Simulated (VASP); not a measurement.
# Mn2C (P4_2/mnm) in VASP: relaxation of cell and atoms with PBE

Aim: the relaxation of cell and atoms of Mn2C with PBE.

Program: VASP 6.6.1. These are calculated values, not measurements. Logs are shortened: lines on timing, memory, paths and dates and some standing lists are left out, and cuts for length are marked.

### Step 1. The crystal as given

The structure is tetragonal, space group P4_2/mnm (No. 136). Conventional cell: a = 4.890 Å, b = 4.890 Å, c = 2.984 Å, α = 90.00°, β = 90.00°, γ = 90.00°. Mn (site symmetry m2m) is surrounded by 3 C at 2.04 to 2.06 Å. C (site symmetry mmm) is surrounded by 6 Mn at 2.04 to 2.06 Å.

The cell was built by a generator and needn't be a form met in nature.

### Step 2. Relaxation of cell and atoms, PBE, collinear spin, ferromagnetic start

File INCAR:

```
SYSTEM = Mn2C
ALGO = Fast
EDIFF = 1E-4
EDIFFG = -0.08
ENCUT = 520
GGA = PE
IBRION = 2
ISIF = 3
ISMEAR = 0
ISPIN = 2
KPAR = 2
LASPH = .TRUE.
LCHARG = .FALSE.
LMAXMIX = 4
LORBIT = 11
LREAL = .FALSE.
LWAVE = .FALSE.
MAGMOM = 4 4 4 4 0 0
NELM = 60
NSW = 24
PREC = Normal
SIGMA = 0.15
```

File KPOINTS:

```
k-points
0
G
  4 4 6
  0 0 0
```

File POSCAR:

```
Mn2C
1.0
    4.8901699300      0.0000000000      0.0000000000
    0.0000000000      4.8901699300      0.0000000000
    0.0000000000      0.0000000000      2.9840092600
Mn C
4 2
Direct
    0.2955363700      0.2955363700      0.0000000000
    0.7044636300      0.7044636300      0.0000000000
    0.7955363700      0.2044636300      0.5000000000
    0.2044636300      0.7955363700      0.5000000000
    0.0000000000      0.0000000000      0.0000000000
    0.5000000000      0.5000000000      0.5000000000
```

Potentials or basis: VASP PAW PBE potentials, release 64 (Mn_pv, C).

Command:

```sh
$ cat potpaw_PBE.64/Mn_pv/POTCAR potpaw_PBE.64/C/POTCAR > POTCAR
$ mpirun -np 2 vasp_std > vasp.out
```

OUTCAR:

```text
SYSTEM = Mn2C
   EDIFF = 1E-4
   EDIFFG = -0.08
   ENCUT = 520
   GGA = PE
   IBRION = 2
   ISIF = 3
   ISMEAR = 0
   ISPIN = 2
   LASPH = .TRUE.
   LORBIT = 11
   LREAL = .FALSE.
   NELM = 60
   NSW = 24
   PREC = Normal

 ion  position               nearest neighbor table
   1  0.296  0.296  0.000-   5 2.04   6 2.06   6 2.06   2 2.83   4 2.90   3 2.90   4 2.90   3 2.90
                             4 2.90   4 2.90   3 2.90   3 2.90
   2  0.704  0.704  0.000-   5 2.04   6 2.06   6 2.06   1 2.83   4 2.90   3 2.90   4 2.90   3 2.90
                             3 2.90   3 2.90   4 2.90   4 2.90
   3  0.796  0.204  0.500-   6 2.04   5 2.06   5 2.06   4 2.83   1 2.90   1 2.90   2 2.90   2 2.90
                             2 2.90   2 2.90   1 2.90   1 2.90
   4  0.204  0.796  0.500-   6 2.04   5 2.06   5 2.06   3 2.83   1 2.90   1 2.90   2 2.90   2 2.90
                             1 2.90   1 2.90   2 2.90   2 2.90
   5  0.000  0.000  0.000-   1 2.04   2 2.04   3 2.06   4 2.06   3 2.06   4 2.06
   6  0.500  0.500  0.500-   3 2.04   4 2.04   1 2.06   2 2.06   1 2.06   2 2.06

  LATTYP: Found a simple tetragonal cell.
 ALAT       =     4.8901699300
 C/A-ratio  =     0.6102056376

  Lattice vectors:

 A1 = (   4.8901699300,   0.0000000000,   0.0000000000)
 A2 = (   0.0000000000,   4.8901699300,   0.0000000000)
 A3 = (   0.0000000000,   0.0000000000,   2.9840092600)

Analysis of symmetry for initial positions (statically):
=====================================================================
 Subroutine PRICEL returns:
 Original cell was already a primitive cell.

 Routine SETGRP: Setting up the symmetry group for a
 simple tetragonal supercell.

 Subroutine GETGRP returns: Found 16 space group operations
 (whereof  8 operations were pure point group operations)
 out of a pool of 16 trial point group operations.

The static configuration has the point symmetry D_2h.
 The point group associated with its full space group is D_4h.

Analysis of symmetry for dynamics (positions and initial velocities):
=====================================================================
 Subroutine PRICEL returns:
 Original cell was already a primitive cell.

 Routine SETGRP: Setting up the symmetry group for a
 simple tetragonal supercell.

 Subroutine GETGRP returns: Found 16 space group operations
 (whereof  8 operations were pure point group operations)
 out of a pool of 16 trial point group operations.

The dynamic configuration has the point symmetry D_2h.
 The point group associated with its full space group is D_4h.

Analysis of structural, dynamic, and magnetic symmetry:
=====================================================================
 Subroutine PRICEL returns:
 Original cell was already a primitive cell.

 Routine SETGRP: Setting up the symmetry group for a
 simple tetragonal supercell.

 Subroutine GETGRP returns: Found 16 space group operations
 (whereof  8 operations were pure point group operations)
 out of a pool of 16 trial point group operations.

The overall configuration has the point symmetry D_2h.
 The point group associated with its full space group is D_4h.

 Subroutine INISYM returns: Found 16 space group operations
 (whereof  8 operations are pure point group operations),
 and found     1 'primitive' translations

----------------------------------------------------------------------------------------

                                     Primitive cell

  volume of cell :      71.3589

  direct lattice vectors                    reciprocal lattice vectors
     4.890169930  0.000000000  0.000000000     0.204491871  0.000000000  0.000000000
     0.000000000  4.890169930  0.000000000     0.000000000  0.204491871  0.000000000
     0.000000000  0.000000000  2.984009260     0.000000000  0.000000000  0.335119603

  length of vectors
     4.890169930  4.890169930  2.984009260     0.204491871  0.204491871  0.335119603

  position of ions in fractional coordinates (direct lattice)
     0.295536370  0.295536370  0.000000000
     0.704463630  0.704463630  0.000000000
     0.795536370  0.204463630  0.500000000
     0.204463630  0.795536370  0.500000000
     0.000000000  0.000000000  0.000000000
     0.500000000  0.500000000  0.500000000

  ion indices of the primitive-cell ions
   primitive index   ion index
                 1           1
                 2           2
                 3           3
                 4           4
                 5           5
                 6           6

----------------------------------------------------------------------------------------

 KPOINTS: k-points

Automatic generation of k-mesh.
 Grid dimensions read from file:
 generate k-points for:    4    4    6

 Generating k-lattice:

  Cartesian coordinates                     Fractional coordinates (reciprocal lattice)
[... 46 lines left out ...]
   ions per type =               4   2
   NGX,Y,Z   is equivalent  to a cutoff of   9.52,  9.52, 10.03 a.u.
   NGXF,Y,Z  is equivalent  to a cutoff of  19.04, 19.04, 20.06 a.u.
 SYSTEM =  Mn2C
   PREC   = normal    normal or accurate (medium, high low for compatibility)
   ISTART =      0    job   : 0-new  1-cont  2-samecut
   ICHARG =      2    charge: 1-file 2-atom 10-const
   ISPIN  =      2    spin polarized calculation?
   LNONCOLLINEAR =      F non collinear calculations
   LSORBIT =      F    spin-orbit coupling
   LASPH  =      T    aspherical Exc in radial PAW
   ENCUT  =  520.0 eV  38.22 Ry    6.18 a.u.   9.09  9.09  5.55*2*pi/ulx,y,z
   NELM   =     60;   NELMIN=  2; NELMDL= -5     # of ELM steps
   EDIFF  = 0.1E-03   stopping-criterion for ELM
   LREAL  =      F    real-space projection
   EDIFFG = -.8E-01   stopping-criterion for IOM
   NSW    =     24    number of steps for IOM
   IBRION =      2    ionic relax: 0-MD 1-quasi-New 2-CG
   NFREE  =      1    steps in history (QN), initial steepest desc. (CG)
   ISIF   =      3    stress and relaxation
   ISYM   =      2    0-nonsym 1-usesym 2-fastsym
   POTIM  = 0.5000    time-step for ionic-motion
   TEBEG  =    0.0;   TEEND  =   0.0 temperature during run
   PSTRESS=    0.0 pullay stress
   NELECT =      60.0000    total number of electrons
   NUPDOWN=      -1.0000    fix difference up-down
   EMIN   =  10.00;   EMAX   =-10.00  energy-range for DOS
   EFERMI =   0.00;   METHOD = LEGACY
   ISMEAR =     0;   SIGMA  =   0.15  broadening in eV -4-tet -1-fermi 0-gaus
   EFERMI_NEDOS =   21; number of points for ismear=-14 and -15
   IALGO  =     68    algorithm
   IMIX   =      4    mixing-type and parameters
     AMIX     =   0.40;   BMIX     =  1.00
     AMIX_MAG =   1.60;   BMIX_MAG =  1.00
  volume/ion in A,a.u.               =      11.89        80.26
  Fermi-wavevector in a.u.,A,eV,Ry     =   1.545169  2.919945 32.484538  2.387546
  Thomas-Fermi vector in A             =   2.650586
   LORBIT       =     11    0 simple, 1 ext, 2 COOP (PROOUT), +10 PAW based schemes
   GGA     = PE    functional components
   LHFCALC =     F    Hartree Fock is set to
   AEXX    =    0.0000 exact exchange contribution
   IVDW    =     0    specifies the selected vdW correction
   LEPSILON=     F    determine dielectric tensor
   LRPA    =     F    only Hartree local field effects (RPA)
 conjugate gradient relaxation of ions
 spin polarized calculation
 RMM-DIIS sequential band-by-band and
 Gauss-broadening in eV      SIGMA  =   0.15
  energy-cutoff  :      520.00
  volume of cell :       71.36
 maximum number of plane-waves:      1938
   NGX = 19   NGY = 19   NGZ = 11

--------------------------------------- Ionic step        1  -------------------------------------------

 number of electron      60.0000064 magnetization       9.9069927

 number of electron      60.0000065 magnetization      10.1104416

 Free energy of the ion-electron system (eV)
  ---------------------------------------------------
  ext. energy  EPLUGINS =         0.00000000
  ---------------------------------------------------
  free energy    TOTEN  =       -53.90648471 eV

  energy without entropy =      -53.87286329  energy(sigma->0) =      -53.88967400

------------------------ aborting loop because EDIFF is reached ----------------------------------------

  FORCE on cell =-STRESS in cart. coord.  units (eV):
  Direction    XX          YY          ZZ          XY          YZ          ZX
  --------------------------------------------------------------------------------------
  -------------------------------------------------------------------------------------
  Total      -10.3270238    -10.3270238     -8.2313400      0.0000000      0.0000000      0.0000000
  in kB     -231.8663313   -231.8663313   -184.8132286      0.0000000      0.0000000      0.0000000
  external PRESSURE =    -216.1819637 kB  Pullay stress =       0.0000000 kB
[... 27 lines left out ...]
--------------------------------------- Ionic step        2  -------------------------------------------

 number of electron      60.0000057 magnetization       7.7845419

 E-fermi :  10.0561     XC(G=0): -13.5689

 val. band max:       10.0530399554   @ k =   0.5000   0.5000   0.0000
 cond. band min:      10.0616865272   @ k =   0.2500   0.0000   0.5000
 fundamental gap:      0.0086465718
 Fermi energy:        10.0561471109

 spin component 1

 k-point     1 :       0.0000    0.0000    0.0000
  band No.  band energies     occupation
      1     -39.3608      1.00000
      2     -39.0926      1.00000
      3     -39.0926      1.00000
      4     -39.0417      1.00000
      5     -39.0265      1.00000
      6     -39.0057      1.00000
[... 2152 lines left out ...]
     41      18.4286      0.00000
     42      18.4290      0.00000
 [bands above 42 left out]

------------------------ aborting loop because EDIFF is reached ----------------------------------------

  FORCE on cell =-STRESS in cart. coord.  units (eV):
  Direction    XX          YY          ZZ          XY          YZ          ZX
  --------------------------------------------------------------------------------------
  -------------------------------------------------------------------------------------
  Total        8.1437109      8.1437109     10.7885549      0.0000000      0.0000000      0.0000000
  in kB      232.8717208    232.8717208    308.5017866      0.0000000      0.0000000      0.0000000
  external PRESSURE =     258.0817427 kB  Pullay stress =       0.0000000 kB
[... 107 lines left out ...]
--------------------------------------- Ionic step        5  -------------------------------------------

 number of electron      59.9999851 magnetization       8.7671289

 Free energy of the ion-electron system (eV)
  ---------------------------------------------------
  ext. energy  EPLUGINS =         0.00000000
  ---------------------------------------------------
  free energy    TOTEN  =       -54.70029425 eV

  energy without entropy =      -54.66270726  energy(sigma->0) =      -54.68150076

 E-fermi :   8.8106     XC(G=0): -12.9969

 val. band max:        8.8080756986   @ k =   0.5000   0.5000   0.3333
 cond. band min:       8.8113123762   @ k =   0.0000   0.0000   0.0000
 fundamental gap:      0.0032366776
 Fermi energy:         8.8106143086

 spin component 1

 k-point     1 :       0.0000    0.0000    0.0000
  band No.  band energies     occupation
      1     -40.5658      1.00000
      2     -40.3718      1.00000
      3     -40.3718      1.00000
      4     -40.3372      1.00000
      5     -40.3354      1.00000
      6     -40.3278      1.00000
[... 2152 lines left out ...]
     41      16.5145      0.00000
     42      16.5145      0.00000
 [bands above 42 left out]

------------------------ aborting loop because EDIFF is reached ----------------------------------------

  FORCE on cell =-STRESS in cart. coord.  units (eV):
  Direction    XX          YY          ZZ          XY          YZ          ZX
  --------------------------------------------------------------------------------------
  -------------------------------------------------------------------------------------
  Total       -0.0389100     -0.0389100      0.0356467      0.0000000      0.0000000      0.0000000
  in kB       -1.0075074     -1.0075074      0.9230087      0.0000000      0.0000000      0.0000000
  external PRESSURE =      -0.3640020 kB  Pullay stress =       0.0000000 kB
[... 21 lines left out ...]
  FREE ENERGIE OF THE ION-ELECTRON SYSTEM (eV)
  ---------------------------------------------------
  free  energy   TOTEN  =       -54.7002942511 eV

  energy  without entropy=      -54.6627072624  energy(sigma->0) =      -54.68150076

 reached required accuracy - stopping structural energy minimisation

 total charge

# of ion       s       p       d       tot
------------------------------------------
    1        0.329   6.377   5.183  11.889
    2        0.329   6.377   5.183  11.889
    3        0.329   6.377   5.183  11.889
    4        0.329   6.377   5.183  11.889
    5        0.891   1.568   0.000   2.459
    6        0.891   1.568   0.000   2.459
--------------------------------------------------
tot          3.098  28.645  20.731  52.474

 magnetization (x)

# of ion       s       p       d       tot
------------------------------------------
    1        0.002  -0.005   2.274   2.272
    2        0.002  -0.005   2.274   2.272
    3        0.002  -0.005   2.274   2.272
    4        0.002  -0.005   2.274   2.272
    5       -0.021  -0.128   0.000  -0.149
    6       -0.021  -0.128   0.000  -0.149
--------------------------------------------------
tot         -0.036  -0.273   9.098   8.788
```

Wall time 2.2 min (2 MPI ranks of Intel Xeon Platinum 8259CL at 2.50GHz (Skylake/Cascade Lake), shared host); peak memory 0.21 GiB.

Results:

```yaml
Free_energy: -54.7003 eV
Relaxed_volume: 10.31 Å³/atom
Relaxed_cell: a = 4.609 Å, b = 4.609 Å, c = 2.913 Å, α = 90.00°, β = 90.00°, γ = 90.00°
Space_group_after_relaxing_to_0.05_Å: P4_2/mnm (No. 136)
Energy_gained_by_relaxing: 132.3 meV/atom
Ionic_steps: 5
Pressure_after_relaxing: 0.0 GPa
Largest_force_after_relaxing: 0.077 eV/Å
Band_gap_on_the_k_mesh: none (metal or under the smearing width)
Net_moment: 8.77 μB per cell
Site_moments: Mn +2.27; C -0.15 μB
Valence_electrons_inside_the_program's_atomic_spheres: Mn 11.89; C 2.46
```

Forces in eV/Å, atoms in the order of the input:
```
Mn  -0.055 -0.055  0.000
Mn   0.055  0.055  0.000
Mn  -0.055  0.055  0.000
Mn   0.055 -0.055  0.000
C    0.000  0.000  0.000
C    0.000  0.000  0.000
```

Stress tensor (GPa, compression positive):
```
-0.10  0.00  0.00
 0.00 -0.10  0.00
 0.00  0.00  0.09
```

The path:
```
step  energy change (eV)  largest force (eV/Å)  pressure (GPa)  volume (Å³)
   1              0.0000                0.5686          -21.62        71.36
   2             -0.3619                0.4586           25.81        56.03
   3             -0.7730                0.1973            0.51        61.77
   4             -0.7922                0.0186           -0.86        61.84
   5             -0.7938                0.0771           -0.04        61.88
```

Final structure:
```yaml
crystal:
  lattice:
    - [4.60920, 0.00000, 0.00000]
    - [0.00000, 4.60920, 0.00000]
    - [0.00000, 0.00000, 2.91254]
  atoms:
    - { symbol: Mn, position: [0.29990, 0.29990, 0.00000] }
    - { symbol: Mn, position: [0.70010, 0.70010, 0.00000] }
    - { symbol: Mn, position: [0.79990, 0.20010, 0.50000] }
    - { symbol: Mn, position: [0.20010, 0.79990, 0.50000] }
    - { symbol: C, position: [0.00000, 0.00000, 0.00000] }
    - { symbol: C, position: [0.50000, 0.50000, 0.50000] }
```

Caveat: the relaxation stopped at a loose force limit of 0.08 eV/Å, so its end isn't a converged minimum.
